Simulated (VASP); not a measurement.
# Si: relaxation of cell and atoms with LDA

Si:

```
Si
1.0
     0.00000    2.70073    2.70073
     2.70073    0.00000    2.70073
     2.70073    2.70073    0.00000
Si
2
Direct
  0.00000 0.00000 0.00000
  0.25000 0.25000 0.25000
```

The cell was built by a generator and needn't be a form met in nature.

```json
{
 "Program": "VASP 6.6.1",
 "Task": "relaxation of cell and atoms",
 "Functional": "LDA",
 "Potentials or basis": "VASP PAW LDA potentials, release 64 (Si)",
 "Cutoff": "600 eV",
 "k mesh": "12 × 12 × 12",
 "Occupations": "gaussian, width 0.02 eV",
 "Spin": "no spin polarisation",
 "Dipole correction": "no",
 "Further INCAR settings": "ALGO = Normal; EDIFF = 1e-07; IBRION = 2; EDIFFG = -0.002; NSW = 100; ISIF = 3"
}
```

* Relaxed volume: 19.72 Å³/atom
* Relaxed cell: a = 3.820 Å, b = 3.820 Å, c = 3.820 Å, α = 60.00°, β = 60.00°, γ = 60.00°
* Space group after relaxing (to 0.05 Å): Fd-3m (No. 227)
* Energy gained by relaxing: 0.0 meV/atom
* Ionic steps: 3
* Pressure after relaxing: 0.0 GPa
* Band gap on the k mesh: 0.44 eV, indirect (least direct gap 2.53 eV)

Final structure:
```xyz
2
Lattice="0.0000 2.7015 2.7015 2.7015 0.0000 2.7015 2.7015 2.7015 0.0000" Properties=species:S:1:pos:R:3 pbc="T T T"
Si    0.0000    0.0000    0.0000
Si    1.3507    1.3507    1.3507
```

Levels at points of the mesh, in eV from the valence-band top:
| k point | band 2 | band 3 | band 4 | band 5 | band 6 | band 7 |
| --- | --- | --- | --- | --- | --- | --- |
| (0.00, 0.00, 0.00) | 0.00 | 0.00 | 0.00 | 2.53 | 2.53 | 2.53 |
| (0.50, 0.00, 0.00) | -7.06 | -1.21 | -1.21 | 1.48 | 3.29 | 3.29 |
| (0.50, 0.50, 0.00) | -7.86 | -2.89 | -2.89 | 0.58 | 0.58 | 10.11 |

Run time: 12 s on 1 thread of Intel(R) Xeon(R) 6975P-C (Granite Rapids), with other jobs on the host, peak memory 0.16 GiB.

A k mesh can miss the band edges. Expect the measured gap to be larger: semilocal functionals such as LDA lack the derivative discontinuity.
